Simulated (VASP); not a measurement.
Calculation: PBE GGA, VASP's PBE PAW potentials (set 64) (plane waves; VASP).

VASP input:

### KPOINTS
```
Regular mesh
0
G
 18 18 10
```

INCAR:
```
! general
SYSTEM = Be
PREC   = Accurate
ENCUT  = 300   ! plane-wave cut-off (eV)
LREAL  = F   ! projection in real space or not
LASPH  = T

! electronic loop
EDIFF  = 1E-6
NELM   = 100   ! most electronic steps
ALGO   = Normal   ! blocked Davidson

! smearing
ISMEAR = -1   ! Fermi-Dirac
SIGMA  = 0.3

! functional
GGA    = PE

! ions
ISIF   = 2   ! forces and stress, cell fixed

! output
LWAVE  = F
LCHARG = F
```

### POSCAR
```
Be
1.0
  2.2647800000   0.0000000000   0.0000000000
 -1.1323900000   1.9613570000   0.0000000000
  0.0000000000   0.0000000000   3.5741000000
Be
2
Cartesian
 -0.0000011324   1.3075719871   2.6805750000
  1.1323911324   0.6537850129   0.8935250000
```

POTCAR, in this order: Be (PBE.64 set). Program: vasp_std.

What VASP printed:

File OSZICAR:
```
       N       E                     dE             d eps       ncg     rms          rms(c)
DAV:   1    -0.507897258120E+01   -0.50790E+01   -0.13012E+03  2856   0.352E+02
DAV:   2    -0.760557391544E+01   -0.25266E+01   -0.23865E+01  3978   0.375E+01
DAV:   3    -0.761684464044E+01   -0.11271E-01   -0.11254E-01  3378   0.258E+00
DAV:   4    -0.761685193396E+01   -0.72935E-05   -0.72938E-05  3942   0.618E-02
DAV:   5    -0.761685193799E+01   -0.40378E-08   -0.41085E-08  3312   0.662E-04    0.119E+00
DAV:   6    -0.757095062976E+01    0.45901E-01   -0.57887E-03  2988   0.101E+00    0.729E-01
DAV:   7    -0.755251267577E+01    0.18438E-01   -0.63110E-03  3066   0.104E+00    0.271E-02
DAV:   8    -0.755249294620E+01    0.19730E-04   -0.11126E-05  3852   0.360E-02    0.924E-03
DAV:   9    -0.755249214847E+01    0.79773E-06   -0.24857E-06  3252   0.183E-02
   1 F= -.75524921E+01 E0= -.75253650E+01  d E =-.542544E-01
```

OUTCAR:
```
------------------------ aborting loop because EDIFF is reached ----------------------------------------
  FORCE on cell =-STRESS in cart. coord.  units (eV):
  Direction    XX          YY          ZZ          XY          YZ          ZX
  --------------------------------------------------------------------------------------
  Total        0.0179246      0.0179246     -0.0507721      0.0000000     -0.0000000     -0.0000000
  in kB        1.8088844      1.8088844     -5.1237281      0.0000000     -0.0000000     -0.0000000
  external PRESSURE =      -0.5019864 kB  Pullay stress =       0.0000000 kB
  volume of cell :       15.88
      direct lattice vectors                 reciprocal lattice vectors
     2.264780000  0.000000000  0.000000000     0.441543991  0.254925544  0.000000000
    -1.132390000  1.961357000  0.000000000     0.000000000  0.509851088  0.000000000
     0.000000000  0.000000000  3.574100000     0.000000000  0.000000000  0.279790717
 POSITION                                       TOTAL-FORCE (eV/Angst)
 -----------------------------------------------------------------------------------
     -0.00000      1.30757      2.68058         0.000000     -0.000000      0.000000
      1.13239      0.65379      0.89353        -0.000000      0.000000      0.000000
 -----------------------------------------------------------------------------------
    total drift:                                0.000001     -0.000000      0.000003
  FREE ENERGIE OF THE ION-ELECTRON SYSTEM (eV)
  ---------------------------------------------------
  free  energy   TOTEN  =        -7.5524921485 eV

  energy  without entropy=       -7.4982377673  energy(sigma->0) =       -7.52536496
```
(Selected blocks of OUTCAR.)

At this cut-off the stress carries a Pulay error, which pulls relaxed volumes low.

The structure comes from a computed database's Be entry; how it stands against other phases isn't given here. The cell was not relaxed at this level. The run is one of a series of settings (SIGMA = 0.3, KPOINTS 18×18×10 Γ-centred mesh against the base run), some of them coarse on purpose.
